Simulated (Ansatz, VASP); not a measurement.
# Cross-check of RbVF3 between VASP and Ansatz

Aim: how closely do two programs agree when they are given the same cell, functional and k mesh? The cell is generated by rule, not measured, and may not be a known phase. The two relaxations start from unlike cells of this crystal (the structure described is Ansatz's start), so only their ends are compared.

Method: plane waves, with VASP 6.6.1 beside it; relaxation of cell and atoms at LDA, in Ansatz 0.2.0.

The structure was built from a prototype and need not be the compound's stable phase.

## 1. The starting structure

It takes space group Pm-3m (No. 221, cubic). Conventional cell: a = 4.217 Å, b = 4.217 Å, c = 4.217 Å, α = 90.00°, β = 90.00°, γ = 90.00°. Nearest to Rb lie 12 F at 2.98 Å. Nearest to V lie 6 F at 2.11 Å. Nearest to F lie 2 V at 2.11 Å and 4 Rb at 2.98 Å. Farther neighbours and most contacts between anions are not listed.

## 2. VASP: relaxation of cell and atoms, LDA

The relaxed volume is the usual yardstick between codes: in a stiff, nearly cubic crystal its relative difference is about their pressure difference at one cell divided by the bulk modulus.

Lines of VASP's logs that name or quote its potential files are left out, and so is its time.

Contents of INCAR:

```
SYSTEM = RbVF3
PREC = Accurate
ENCUT = 600
EDIFF = 1E-07
NELM = 120
ISMEAR = -1
SIGMA = 0.02
LREAL = .FALSE.
ALGO = Normal
GGA = CA
NBANDS = 27
LASPH = .TRUE.
LORBIT = 11
LWAVE = .FALSE.
LCHARG = .FALSE.
ISIF = 3
IBRION = 2
NSW = 80
EDIFFG = -0.005
GGA_COMPAT = .FALSE.
NELMIN = 4
KPAR = 2
```

Contents of POSCAR:

```
RbVF3
1.0
    4.0088824056      0.0000000000      0.0000000000
    0.0000000000      4.0088824056      0.0000000000
    0.0000000000      0.0000000000      4.0088824056
Rb V F
1 1 3
Direct
    0.0000000000      0.0000000000      0.0000000000
    0.5000000000      0.5000000000      0.5000000000
    0.5000000000      0.5000000000      0.0000000000
    0.5000000000      0.0000000000      0.5000000000
    0.0000000000      0.5000000000      0.5000000000
```

Contents of KPOINTS:

```
Automatic mesh
0
Gamma
6 6 6
0 0 0
```

The projector-augmented-wave data sets are Rb_sv, V_sv and F (LDA family, release 64).

Run with:

```bash
$ mpirun -np 2 vasp_std
```

Numbers of over 12 decimals in the logs are rounded to 6 here.

The log of the run:

```text
[banner, memory and clock lines left out]
running    2 mpi-ranks, on    1 nodes
 distrk:  each k-point on    1 cores,    2 groups
 distr:  one band on    1 cores,    1 groups

 POSCAR found type information on POSCAR RbV F
 POSCAR found :  3 types and       5 ions
 LDA part: xc-table for (Slater(with rela. corr.)+CA(PZ))
 , standard interpolation
 POSCAR, INCAR and KPOINTS ok, starting setup
 FFT: planning ... GRIDC
 FFT: planning ... GRID_SOFT
 FFT: planning ... GRID
 WAVECAR not read
 entering main loop
       N       E                     dE             d eps       ncg     rms          rms(c)
DAV:   1     0.501598579042E+03    0.50160E+03   -0.27012E+04  1088   0.183E+03
DAV:   2    -0.523641225831E+01   -0.50683E+03   -0.49841E+03  1371   0.479E+02
DAV:   3    -0.320167347764E+02   -0.26780E+02   -0.26643E+02  1167   0.121E+02
DAV:   4    -0.326875110516E+02   -0.67078E+00   -0.66478E+00  1796   0.172E+01
DAV:   5    -0.326943680825E+02   -0.68570E-02   -0.68504E-02  1248   0.152E+00    0.192E+01
DAV:   6    -0.301528395191E+02    0.25415E+01   -0.14751E+01  1359   0.339E+01    0.874E+00
DAV:   7    -0.300879313559E+02    0.64908E-01   -0.12831E+00  1237   0.102E+01    0.689E+00
DAV:   8    -0.300533710884E+02    0.34560E-01   -0.12106E-01  1194   0.287E+00    0.506E-01
DAV:   9    -0.300501300098E+02    0.32411E-02   -0.21602E-02  1251   0.989E-01    0.165E-01
DAV:  10    -0.300500319597E+02    0.98050E-04   -0.17501E-03  1497   0.282E-01    0.171E-01
DAV:  11    -0.300500315661E+02    0.39358E-06   -0.95928E-05  1395   0.761E-02    0.267E-02
DAV:  12    -0.300500316385E+02   -0.72375E-07   -0.18356E-05  1378   0.278E-02    0.149E-02
DAV:  13    -0.300500312908E+02    0.34768E-06   -0.28937E-06  1233   0.129E-02    0.136E-03
DAV:  14    -0.300500312924E+02   -0.16389E-08   -0.79130E-08   803   0.215E-03
   1 F= -.30050031E+02 E0= -.30040565E+02  d E =-.300500E+02
 curvature:   0.00 expect dE= 0.000E+00 dE for cont linesearch  0.000E+00
 trial: gam= 0.00000 g(F)=  0.000E+00 g(S)=  0.118E-03 ort = 0.000E+00 (trialstep = 0.100E+01)
 search vector abs. value=  0.118E-03
 bond charge predicted
       N       E                     dE             d eps       ncg     rms          rms(c)
DAV:   1    -0.300516539007E+02   -0.16226E-02   -0.36312E-02  1136   0.171E+00    0.338E-01
DAV:   2    -0.300501813675E+02    0.14725E-02   -0.57603E-03  1131   0.578E-01    0.791E-02
DAV:   3    -0.300500915427E+02    0.89825E-04   -0.31954E-04  1317   0.141E-01    0.239E-02
DAV:   4    -0.300500794710E+02    0.12072E-04   -0.37757E-05  1407   0.426E-02    0.115E-02
DAV:   5    -0.300500770949E+02    0.23761E-05   -0.51144E-06  1598   0.156E-02    0.551E-03
DAV:   6    -0.300500770649E+02    0.30034E-07   -0.93625E-07  1200   0.597E-03
   2 F= -.30050077E+02 E0= -.30040599E+02  d E =-.457725E-04
 trial-energy change:   -0.000046  1 .order   -0.000040   -0.000118    0.000038
 step:   0.7938(harm=  0.7579)  dis= 0.00000  next Energy=   -30.050081 (dE=-0.496E-04)
 reached required accuracy - stopping structural energy minimisation
```

Parts of OUTCAR (step 2):

```text
ion  position               nearest neighbor table
   1  0.000  0.000  0.000-   3 2.83   4 2.83   5 2.83   4 2.83   5 2.83   3 2.83   5 2.83   5 2.83
                             3 2.83   4 2.83   4 2.83   3 2.83   2 3.47   2 3.47   2 3.47   2 3.47
   2  0.500  0.500  0.500-   3 2.00   4 2.00   5 2.00   3 2.00   4 2.00   5 2.00   1 3.47   1 3.47
                             1 3.47   1 3.47   1 3.47   1 3.47   1 3.47   1 3.47
   3  0.500  0.500  0.000-   2 2.00   2 2.00   1 2.83   1 2.83   1 2.83   1 2.83
   4  0.500  0.000  0.500-   2 2.00   2 2.00   1 2.83   1 2.83   1 2.83   1 2.83
   5  0.000  0.500  0.500-   2 2.00   2 2.00   1 2.83   1 2.83   1 2.83   1 2.83

  LATTYP: Found a simple cubic cell.
 ALAT       =     4.0088824056

 Subroutine GETGRP returns: Found 48 space group operations
 (whereof 48 operations were pure point group operations)

The static configuration has the point symmetry O_h .

 Found     20 irreducible k-points:

   k-points           NKPTS =     20   k-points in BZ     NKDIM =     20   number of bands    NBANDS=     27

   dimension x,y,z NGX =    32 NGY =   32 NGZ =   32
   dimension x,y,z NGXF=    64 NGYF=   64 NGZF=   64

   ENCUT  =  600.0 eV  44.10 Ry    6.64 a.u.   8.01  8.01  8.01*2*pi/ulx,y,z

   NELECT =      43.0000    total number of electrons

 k-points in reciprocal lattice and weights: Automatic mesh
   0.00000000  0.00000000  0.00000000       0.005
   0.16666667  0.00000000  0.00000000       0.028
   0.33333333  0.00000000  0.00000000       0.028
   0.50000000  0.00000000  0.00000000       0.014
   0.16666667  0.16666667  0.00000000       0.056
   0.33333333  0.16666667  0.00000000       0.111
   0.50000000  0.16666667  0.00000000       0.056
   0.33333333  0.33333333  0.00000000       0.056
   0.50000000  0.33333333  0.00000000       0.056
[...]
0.50000000  0.50000000  0.33333333       0.028
   0.50000000  0.50000000  0.50000000       0.005

 average (electrostatic) potential at core
       1 -33.4726       2 -75.3531       3 -76.5999       4 -76.5999       5 -76.5999

 E-fermi :   6.0824

 k-point     1 :       0.0000    0.0000    0.0000
  band No.  band energies     occupation
    ...
     19      -1.2283      2.00000
     20      -1.2283      2.00000
     21       5.2398      2.00000
     22       5.2398      2.00000
     23       5.2398      2.00000
     24       6.6778      0.00000
     25       6.6778      0.00000
     26       7.0425      0.00000
     27       8.9616      0.00000

 k-point     2 :       0.1667    0.0000    0.0000
  band No.  band energies     occupation
    ...
     19      -1.3105      2.00000
     20      -1.3105      2.00000
     21       5.2701      2.00000
     22       5.4675      2.00000
     23       5.4676      2.00000
     24       6.6965      0.00000
     25       7.0064      0.00000
     26       7.5877      0.00000
     27       9.2164      0.00000

 k-point     3 :       0.3333    0.0000    0.0000
  band No.  band energies     occupation
    ...
     19      -1.4903      2.00000
     20      -1.4903      2.00000
     21       5.3322      2.00000
     22       5.9264      1.99918
     23       5.9264      1.99918
     24       6.7261      0.00000
     25       7.5361      0.00000
     26       8.7457      0.00000
     27       9.7714      0.00000

  Total       -0.0203782     -0.0203782     -0.0203782      0.0000000      0.0000000     -0.0000000
  in kB       -0.5058297     -0.5058297     -0.5058297      0.0000000      0.0000000     -0.0000000
  external PRESSURE =      -0.5058297 kB  Pullay stress =       0.0000000 kB

  energy-cutoff  :      600.00
  volume of cell :       64.55
      direct lattice vectors                 reciprocal lattice vectors
     4.011350155  0.000000000 -0.000000000     0.249292622  0.000000000 -0.000000000
    -0.000000000  4.011350155 -0.000000000    -0.000000000  0.249292622 -0.000000000
     0.000000000  0.000000000  4.011350155     0.000000000  0.000000000  0.249292622

 POSITION                                       TOTAL-FORCE (eV/Angst)
 -----------------------------------------------------------------------------------
      0.00000      0.00000      0.00000        -0.000000     -0.000000      0.000000
      2.00568      2.00568      2.00568         0.000000      0.000000      0.000000
      2.00568      2.00568     -0.00000        -0.000000     -0.000000      0.000000
      2.00568      0.00000      2.00568        -0.000000      0.000000      0.000000
      0.00000      2.00568      2.00568         0.000000      0.000000      0.000000
 -----------------------------------------------------------------------------------
    total drift:                                0.000000     -0.000000     -0.000000

  FREE ENERGIE OF THE ION-ELECTRON SYSTEM (eV)
  ---------------------------------------------------
  free  energy   TOTEN  =       -30.0500770649 eV

  energy  without entropy=      -30.0311202878  energy(sigma->0) =      -30.04059868

 reached required accuracy - stopping structural energy minimisation

 total charge
# of ion       s       p       d       tot
------------------------------------------
    1        1.939   5.347   0.044   7.331
    2        2.158   6.155   3.223  11.536
    3        1.718   4.363   0.000   6.082
    4        1.718   4.363   0.000   6.082
    5        1.718   4.363   0.000   6.082
--------------------------------------------------
tot          9.252  24.592   3.267  37.111

[... 3 further parts left out ...]
```

CONTCAR:

```
RbVF3
   1.00000000000000
     4.0113501554340889    0.0000000000000000   -0.0000000000000000
    -0.0000000000000000    4.0113501554340889   -0.0000000000000000
     0.0000000000000000    0.0000000000000000    4.0113501554340889
  Rb              V               F
     1     1     3
Direct
     0.0000000000000000    0.0000000000000000    0.0000000000000000
     0.5000000000000000    0.5000000000000000    0.5000000000000000
     0.5000000000000000    0.5000000000000000    0.0000000000000000
     0.5000000000000000    0.0000000000000000    0.5000000000000000
     0.0000000000000000    0.5000000000000000    0.5000000000000000
```

This run has no spin polarisation, so a moment on V, if there is one, isn't seen. Its electron count is odd, so without a moment it is a metal by construction. Oxides and halides of V are often magnetic insulators, and a metal at this level, without U or exact exchange, may be an artefact.

## 3. Ansatz: relaxation of cell and atoms, LDA

Ansatz runs on its default PAW (the set named soft_2) files.

Its own start cell and the same functional (in two slightly different forms), mesh and smearing now go to Ansatz, which takes its cutoff from its data sets.

Contents of input.yaml:

```yaml
crystal:
  lattice:
    - [4.2174, 0.0, 0.0]
    - [0.0, 4.2174, 0.0]
    - [0.0, 0.0, 4.2174]
  atoms:
    - { symbol: Rb, position: [0.0, 0.0, 0.0] }
    - { symbol: V, position: [0.5, 0.5, 0.5] }
    - { symbol: F, position: [0.5, 0.5, 0.0] }
    - { symbol: F, position: [0.5, 0.0, 0.5] }
    - { symbol: F, position: [0.0, 0.5, 0.5] }
kpoints:
  mp_grid: { grid: [6, 6, 6] }
hamiltonian:
  xc: lda
scf:
  occupations: { method: fermi_dirac, width: 0.02 }
relax:
  f_tol: 0.01
  max_steps: 80
  cell: {}
```

Run with:

```bash
$ ansatz run input.yaml --threads 4 --pin off --max-ram 9216MiB --backend cpu --events-out ev --progress --plain --runs-dir out
```

The log of the run:

```text
Engine: ansatz 0.2.0, aarch64-unknown-linux-gnu
Pseudopotentials: kind: paw
Pseudopotential: Rb, paw, valence charge 9, recommended cutoff 420 eV (normal), Rb.paw.azcp
Pseudopotential: V, paw, valence charge 13, recommended cutoff 420 eV (normal), V.paw.azcp
Pseudopotential: F, paw, valence charge 7, recommended cutoff 420 eV (normal), F.paw.azcp
Functional definition: SPW92
  exchange = slater_x
  correlation = pw_c
Crystal: 5 atoms, lattice volume = 75.013 Å³
Basis set: ecut = 420 eV, 1419 PW (Γ)
Bands: 27, of which v1, the nominal top of the filled ones, is band 22 counted from 1 (21 counted from 0)
Symmetry: 48 space group operations
Space group: Pm-3m (ITA 221), of the structure as read, at distance tolerance 4.2e-5 Å
k-points: 20 of 216
Non-local potential: Rb, projectors of the file, l = 0: 3, l = 1: 2, l = 2: 2
Non-local potential: V, projectors of the file, l = 0: 3, l = 1: 2, l = 2: 3, l = 3: 1
Non-local potential: F, projectors of the file, l = 0: 2, l = 1: 2, l = 2: 1
PAW form: soft (Blöchl's): semilocal exchange-correlation on the pseudo side does not see the compensation charge
PAW frozen core: Rb, regenerated for the run's functional, and the local potential with it (the file was generated under x = pbe(κ = 0.804, μ = 0.219515), c = pbe(β = 0.066725))
PAW frozen core: V, regenerated for the run's functional, and the local potential with it (the file was generated under x = pbe(κ = 0.804, μ = 0.219515), c = pbe(β = 0.066725))
PAW frozen core: F, regenerated for the run's functional, and the local potential with it (the file was generated under x = pbe(κ = 0.804, μ = 0.219515), c = pbe(β = 0.066725))
PAW one-centre angular grid: Rb, 110 points (default); XC on 64 Gauss nodes
PAW one-centre angular grid: V, 590 points (default); XC on 64 Gauss nodes
PAW one-centre angular grid: F, 110 points (default); XC on 64 Gauss nodes
Initial density: superposition of atomic densities (neutral atoms: chi_scale 0, normalization atom), corrected by the library's trained network
Initial wavefunctions: pseudopotential atomic-orbital guess
Functional: x = slater, c = lda
SCF iter   1: F=—  HF=-8415.724053 eV  |F-HF|=—  |Δ(HF+E_count)|=         —  Δρ=2.02e-2  dr2=2.14e-1  ethr=1.77e-3  ⟨swp⟩=6.0  Hψ=2192  notcnv=0
preconditioner: auto → LDOS  [metal: Δε(μ)=0.033 eV  Ē_g=9.549 eV  σ=0.020 eV  W_gap=0.35  n_scr=18 (ndim 8)  ℏωp=22.3 eV  f_vac=0.047  D(μ)=17.85/eV (n_scr^D=364)  β→1.0]
SCF iter   2: F=—  HF=-8415.665577 eV  |F-HF|=—  |Δ(HF+E_count)|=   5.85e-2  Δρ=7.66e-3  dr2=1.72e-2  ethr=4.98e-4  ⟨swp⟩=2.2  Hψ=1138  notcnv=0
SCF iter   3: F=—  HF=-8415.663801 eV  |F-HF|=—  |Δ(HF+E_count)|=   1.78e-3  Δρ=3.10e-3  dr2=5.23e-3  ethr=3.99e-5  ⟨swp⟩=2.9  Hψ=1102  notcnv=0
SCF iter   4: F=—  HF=-8415.662963 eV  |F-HF|=—  |Δ(HF+E_count)|=   8.38e-4  Δρ=1.50e-3  dr2=1.51e-3  ethr=1.22e-5  ⟨swp⟩=3.0  Hψ=1075  notcnv=0
SCF iter   5: F=—  HF=-8415.662732 eV  |F-HF|=—  |Δ(HF+E_count)|=   2.31e-4  Δρ=7.48e-4  dr2=5.04e-4  ethr=3.52e-6  ⟨swp⟩=2.2  Hψ=680  notcnv=0
SCF iter   6: F=—  HF=-8415.662663 eV  |F-HF|=—  |Δ(HF+E_count)|=   6.91e-5  Δρ=5.74e-4  dr2=2.68e-4  ethr=1.17e-6  ⟨swp⟩=1.3  Hψ=553  notcnv=0
SCF iter   7: F=—  HF=-8415.662596 eV  |F-HF|=—  |Δ(HF+E_count)|=   6.69e-5  Δρ=1.66e-4  dr2=2.26e-5  ethr=6.24e-7  ⟨swp⟩=1.8  Hψ=584  notcnv=0
SCF iter   8: F=—  HF=-8415.662597 eV  |F-HF|=—  |Δ(HF+E_count)|=   8.46e-7  Δρ=2.55e-5  dr2=2.46e-7  ethr=5.25e-8  ⟨swp⟩=2.1  Hψ=918  notcnv=0
SCF iter   9: F=-8415.662597 eV  HF=-8415.662597 eV  |F-HF|=1.79e-9  |Δ(HF+E_count)|=   2.02e-7  Δρ=2.71e-6  dr2=2.93e-9  ethr=2.33e-10  ⟨swp⟩=4.2  Hψ=1844  notcnv=0
SCF 1 converged in 9 iterations: F = -8415.662597 eV  dr2 = 2.93e-9
  greatest PAW one-centre occupation: 0.999 electrons in one spin orbital (limit 2), on the V atom at site 1 (counted from 0), in its partial waves of l = 0
relax step   1: F+E_penalty+E_count = -8415.66259737 eV  Δ(F+E_penalty+E_count) = +0.000e0 eV  max|allowed force component| = 3.184e-29 eV/Å  Δτ_max = 0.0000 Å  P = -11.116 GPa  Ω = 75.013 Å³  (9 SCF iters, dr2 threshold 1.00e-7 eV, accepted)
[...]
relax step   4: F+E_penalty+E_count = -8416.11422278 eV  Δ(F+E_penalty+E_count) = +1.142e-3 eV  max|allowed force component| = 1.720e-29 eV/Å  Δτ_max = 0.0000 Å  P = -0.012 GPa  Ω = 64.753 Å³  energy of the carried Pulay correction = +4.766e-2 eV  (6 SCF iters, dr2 threshold 5.00e-7 eV, accepted)
[...]
relax step   5: F+E_penalty+E_count = -8416.09348253 eV  Δ(F+E_penalty+E_count) = +2.074e-2 eV  max|allowed force component| = 2.109e-29 eV/Å  Δτ_max = 0.0000 Å  P = -0.732 GPa  Ω = 64.753 Å³  stress off target by 7.32e-1 GPa  SCF on the basis re-selected at this cell (its energy is not comparable with the rows above)  (9 SCF iters)
[...]
relax step   6: F+E_penalty+E_count = -8416.09664696 eV  Δ(F+E_penalty+E_count) = -3.164e-3 eV  max|allowed force component| = 5.145e-29 eV/Å  Δτ_max = 0.0000 Å  P = +0.028 GPa  Ω = 64.303 Å³  energy of the carried Pulay correction = +2.169e-3 eV  (6 SCF iters, dr2 threshold 5.00e-7 eV, accepted)
[...]
relax step   7: F+E_penalty+E_count = -8416.09492896 eV  Δ(F+E_penalty+E_count) = +1.718e-3 eV  max|allowed force component| = 5.052e-29 eV/Å  Δτ_max = 0.0000 Å  P = -0.015 GPa  Ω = 64.303 Å³  stress off target by 1.48e-2 GPa  SCF on the basis re-selected at this cell (its energy is not comparable with the rows above)  (8 SCF iters)
basis re-selected at this cell: Δ(F+E_penalty+E_count) = +1.718e-3 eV, ΔP = -0.042 GPa vs the last step (what re-selecting the basis moved, of the pressure what is left beyond the Pulay correction that the steps carried, after the strain that the cell walked since its last selection, with what the two solves' SCF thresholds leave and, on support functions, any second-order correction that the steps lacked; it is no m [...]
SCF converged after 8 iterations
Free energy (F): -8416.094929 eV
Harris-Foulkes:  -8416.094929 eV  (|F-HF|=0.00e0)
Internal energy: -8416.075978 eV  (E = F + TS)
E sigma→0 (E₀):  -8416.085454 eV
Entropy (-TS):   -0.018951 eV (-3.790 meV/atom)
Fermi energy:    11.429551 eV
--- Per-component energies (eV) ---
  E_band       = -314.978494
  E_kinetic    = 1148.956202
  E_local      = -3480.745811  (includes V_loc(G=0)·N_el)
  E_nonlocal   = 369.566585
  E_hartree    = 1347.607032
  E_xc         = -492.574488
  E_vxc        = -604.434694  (∫ρ·V_xc dr)
  E_paw        = -4150.692741  (= ΣΔE_a)
  E_vpaw       = -443.541140  (= ΣTr[D̂ρ^β])
  E_aug_tail   = 0.006254  (compensation charges beyond the density's cutoff)
  E_ewald      = -3159.156175
  E_core_change = 0.957164  (= ΣΔE_core)
  E_smearing   = -0.018951  (= −TS)
  E_closure    = -0.000000  (closes the sum)
  Σ components = -8416.094929   (vs F -8416.094929, Δ=0.00e0)
--- Forces (eV/Å), atoms counted from 1 ---
  atom   1  Rb     0.00000000     0.00000000     0.00000000
  atom   2  V      0.00000000     0.00000000    -0.00000000
  atom   3  F     -0.00000000     0.00000000     0.00000000
  atom   4  F      0.00000000    -0.00000000    -0.00000000
  atom   5  F     -0.00000000     0.00000000     0.00000000
  max |Σ_I F_I| component: 2.11e-28 eV/Å
--- Stress (GPa, compression-positive) ---
       -0.014815      -0.000000       0.000000
       -0.000000      -0.014815      -0.000000
        0.000000      -0.000000      -0.014815
  P = ⅓ Tr σ = -0.0148 GPa (-0.148 kbar)
--- Relaxed structure (5 steps of the walk, 5 accepted, 2 SCFs on fresh bases) ---
  F+E_penalty+E_count = -8416.09492896 eV   max|allowed force component| = 5.052e-29 eV/Å   (the final SCF, on the basis selected at the relaxed cell)
  cell:  # Å, volume = 64.3028 Å³
    - [4.006298, 0, 0]
    - [0, 4.006298, 0]
    - [0, 0, 4.006298]
  atoms:
    - { symbol: Rb, position: [0, 0, 0] }
    - { symbol: V, position: [0.500000, 0.500000, 0.500000] }
    - { symbol: F, position: [0.500000, 0.500000, 0] }
    - { symbol: F, position: [0.500000, 0, 0.500000] }
    - { symbol: F, position: [0, 0.500000, 0.500000] }
```

In the SCF lines HF is the Harris–Foulkes energy and dr2 the Hartree energy of the density residual, in eV; the loop may stop once dr2 is under the threshold and the program's other checks hold. Hψ counts applications of the Hamiltonian.

## 4. Differences

Known differences besides the potentials themselves: the two LDA forms differ slightly; the cutoff is 420 eV in Ansatz and 600 eV in VASP; VASP's log shows a relativistic correction to its local exchange, Ansatz's none; Ansatz adds a Pulay correction to the stress that steers its cell, VASP none. Total energies have different zeros and are not compared.

Both answers:

```
                                         quantity  Ansatz   VASP  difference
                                      volume (Å³)   64.30  64.55     -0.38 %
edge a after relaxation, in the typed setting (Å)   4.006  4.011     -0.13 %
```

## 5. Summary of results

- difference in volume (relaxation of cell and atoms, LDA): -0.38 %

What this shows: The difference in volume is -0.38 % (relaxation of cell and atoms, LDA), within the 1.2 % picked in this series as the mark of a large difference, as far as the stopping tolerances let one tell. Such differences can come from data sets, numerical settings and the points named under the comparisons, not from the functional's error against experiment.

[Lines on the potential files, build, host, timing and source positions are cut from VASP's logs without a mark.]

[Logs are printed without paths, hosts, clocks, repeated set-up lines and the standing remarks that a program may print on its own settings, such as how far it seeks lower states.]

[Hosts, paths, dates, database ids (printed as entryN), source tags and the programs' standing remarks are cut or masked in the printed files.]
